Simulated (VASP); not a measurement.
OSZICAR of a VASP run on Hf (hcp):

**OSZICAR**
```
       N       E                     dE             d eps       ncg     rms          rms(c)
DAV:   1     0.514664178607E+02    0.51466E+02   -0.11721E+04  3360   0.136E+03
DAV:   2    -0.179034958944E+02   -0.69370E+02   -0.68025E+02  4224   0.278E+02
DAV:   3    -0.197090042516E+02   -0.18055E+01   -0.17838E+01  4428   0.306E+01
DAV:   4    -0.197221023630E+02   -0.13098E-01   -0.13096E-01  3882   0.318E+00
DAV:   5    -0.197222472441E+02   -0.14488E-03   -0.14487E-03  4440   0.274E-01    0.749E+01
DAV:   6    -0.193403658760E+02    0.38188E+00   -0.30472E-01  3528   0.462E+00    0.445E+01
DAV:   7    -0.191964750621E+02    0.14389E+00   -0.52731E-01  3528   0.585E+00    0.198E+00
DAV:   8    -0.191908346176E+02    0.56404E-02   -0.33708E-02  3690   0.148E+00    0.340E-01
DAV:   9    -0.191909256162E+02   -0.90999E-04   -0.74627E-04  4524   0.222E-01    0.185E-01
DAV:  10    -0.191909213725E+02    0.42436E-05   -0.55047E-05  3738   0.633E-02    0.338E-01
DAV:  11    -0.191909199452E+02    0.14273E-05   -0.11093E-05  3876   0.272E-02    0.244E-02
DAV:  12    -0.191909203055E+02   -0.36024E-06   -0.78518E-07  2358   0.768E-03
   1 F= -.12298617E+02 E0= -.12298218E+02  d E =-.122986E+02
```

Question: Which electronic solver shows in the log?

Answer: It is blocked Davidson (ALGO = Normal, or the opening steps of other solvers). The INCAR had ALGO = Normal.

Question: Can the final energy be trusted as converged?

Answer: Self-consistency was reached. It stopped with EDIFF = 1E-6, NELM = 100, NSW = 40 and EDIFFG = -0.02 after 1 ionic step (PBE GGA, plane waves, VASP's PBE PAW potentials (set 64)).

The compound is Hf in the hcp structure. It was relaxed first under an external pressure of 30 GPa.
